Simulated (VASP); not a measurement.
## VASP 6.6.1 run: Sr₂C

INCAR

```
ENCUT = 520
LDAUU = 4 4 4
IBRION = -1
NBANDS = 19
LDAUL = 2 2 2
ISMEAR = -1
NELM = 80
LDAU = .TRUE.
EDIFF = 1E-7
LDAUTYPE = 2
SIGMA = 0.02
NSW = 0
LCHARG = .FALSE.
LWAVE = .FALSE.
LASPH = .TRUE.
GGA = PE
PREC = Accurate
ISIF = 2
LREAL = .FALSE.
```

KPOINTS

```
KPOINTS created by Atomic Simulation Environment
0
Gamma
6 6 6
0 0 0
```

POSCAR

```
C  Sr
 1.0000000000000000
     0.0000000000000000    3.3601424573999998    3.4622907881999998
     3.3601424573999998    0.0000000000000000    3.4622907881999998
     3.3601424573999998    3.3601424573999998    0.0000000000000000
 C   Sr
   1   2
Cartesian
  0.0000000000000000  0.0000000000000000  0.0000000000000000
  1.6800712286999999  1.6800712286999999  1.7311453940999999
  5.0402136860999995  5.0402136860999995  5.1934361822999993
```

The recommended PBE PAW datasets give the neutral cell 24 valence electrons.

Command

```
mpirun -np 1 vasp_std
```

OSZICAR

```
N       E                     dE             d eps       ncg     rms          rms(c)
DAV:   1     0.117028979034E+03    0.11703E+03   -0.12109E+04  1140   0.115E+03
DAV:   2    -0.410620740892E+01   -0.12114E+03   -0.11801E+03  1372   0.249E+02
DAV:   3    -0.132450733221E+02   -0.91389E+01   -0.91042E+01  1919   0.532E+01
DAV:   4    -0.134232989108E+02   -0.17823E+00   -0.17810E+00  1582   0.689E+00
DAV:   5    -0.134264474283E+02   -0.31485E-02   -0.31480E-02  1652   0.763E-01    0.190E+01
DAV:   6    -0.101940332044E+02    0.32324E+01   -0.38683E+01  1289   0.143E+01    0.262E+01
DAV:   7    -0.977359588501E+01    0.42044E+00   -0.31049E+00  1325   0.478E+00    0.167E+01
DAV:   8    -0.971355871982E+01    0.60037E-01   -0.40858E-01  1263   0.330E+00    0.121E+00
DAV:   9    -0.971113718062E+01    0.24215E-02   -0.39262E-02  1789   0.534E-01    0.618E-01
DAV:  10    -0.971096752431E+01    0.16966E-03   -0.23911E-03  1478   0.158E-01    0.268E-01
DAV:  11    -0.971106293772E+01   -0.95413E-04   -0.71886E-04  1298   0.105E-01    0.267E-02
DAV:  12    -0.971106393703E+01   -0.99931E-06   -0.11442E-05  1859   0.176E-02    0.149E-02
DAV:  13    -0.971106616755E+01   -0.22305E-05   -0.46854E-06  1457   0.117E-02    0.343E-03
DAV:  14    -0.971106591425E+01    0.25330E-06   -0.19885E-06  1441   0.459E-03    0.444E-03
DAV:  15    -0.971106573626E+01    0.17799E-06   -0.18932E-07  1045   0.165E-03    0.130E-03
DAV:  16    -0.971106573872E+01   -0.24604E-08   -0.12011E-08   795   0.568E-04
   1 F= -.97110657E+01 E0= -.97106367E+01  d E =-.858167E-03
```

It converged. Results: gap between bands v and c on the k mesh -0.39 eV (bands overlap: a metal); least direct gap on the k mesh 0.00 eV; pressure 2.9 GPa. Band v is the last that the valence electrons fill when counted band by band, and c is the next.

Question: Find the fault in these files.

Answer: Wrong count of Hubbard values. On sound settings PBE gives a gap of -0.21 eV on its mesh and a pressure of -0.4 GPa for the intended cell. This run's energy (σ→0) differs from it by 300 meV an atom.
